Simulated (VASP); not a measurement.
Consider the following.

```
MgSe
1.0
    0.00000     2.72381     2.72381
    2.72381     0.00000     2.72381
    2.72381     2.72381     0.00000
Mg Se
1 1
Direct
  0.00000   0.00000   0.00000
  0.50000   0.50000   0.50000
```

These are PBEsol GGA, VASP's PBE PAW potentials (set 64) (plane waves; VASP 6.6.1) values and carry that method's errors. Settings: 500 eV cut-off, 8×8×8 Γ-centred mesh, Gaussian smearing of 0.050 eV, potentials Mg Se.

Problem. Estimate the energy per atom (σ→0), band gap (on the k-mesh) with the smallest direct gap where there is one.

Solution. 
The band gap (on the k-mesh) is 1.76 eV and the smallest direct gap (on the k-mesh) comes out as 2.51 eV. The energy per atom (σ→0) is -4053 meV/atom.

The absolute energy has meaning only against runs of the same code, potentials and settings.

The structure was generated: MgSe was put into the rock salt type (Fm-3m), which need not be its known phase. It was relaxed first, which changed the volume by -10 %.
